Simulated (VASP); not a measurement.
Crystal: PtSe2 (Sudovikovite).

```
Pt Se
1.0
     3.72400    0.00000    0.00000
    -1.86200    3.22508    0.00000
     0.00000    0.00000    5.06200
Pt Se
1 2
Direct
  0.00000 0.00000 0.00000
  0.33333 0.66667 0.25000
  0.66667 0.33333 0.75000
```

- Program: VASP 6.6.1
- Task: relaxation of cell and atoms
- Functional: LDA
- Potentials or basis: VASP PAW LDA potentials, release 64 (Pt, Se)
- Cutoff: 600 eV
- k mesh: 15 × 15 × 8
- Occupations: gaussian, width 0.1 eV
- Spin: no spin polarisation

At the start: pressure -0.1 GPa; volume 20.27 Å³/atom.

Q: How do energy, volume and symmetry change on relaxing?

A: Over 15 steps the energy falls by 11.2 meV/atom and the volume is 19.27 Å³/atom (-4.9 %); space group P-3m1 (No. 164, to 0.05 Å).

Step by step:
```tsv
step	energy change (eV)	largest force (eV/Å)	pressure (GPa)	volume (Å³)
1	0.0000	0.2115	-0.06	60.80
2	-0.0059	0.1227	-0.83	60.73
3	-0.0116	0.0791	-2.51	60.58
4	-0.0129	0.0798	-2.47	60.48
5	-0.0168	0.0813	-2.32	60.18
6	-0.0234	0.0878	-2.01	59.58
7	-0.0313	0.1153	-1.26	58.39
8	-0.0318	0.1316	-0.94	57.95
9	-0.0318	0.1281	-1.00	58.04
10	-0.0330	0.0743	-0.56	57.97
11	-0.0334	0.0102	-0.03	57.89
12	-0.0334	0.0122	-0.05	57.89
13	-0.0334	0.0110	-0.05	57.89
14	-0.0335	0.0074	-0.02	57.86
15	-0.0335	0.0001	0.01	57.81
```

Final structure:
```xyz
3
Lattice="3.7456 0.0000 0.0000 -1.8728 3.2438 0.0000 0.0000 0.0000 4.7576" Properties=species:S:1:pos:R:3 pbc="T T T"
Pt    0.0000    0.0000    0.0000
Se    0.0000    2.1625    1.2619
Se    1.8728    1.0813    3.4957
```
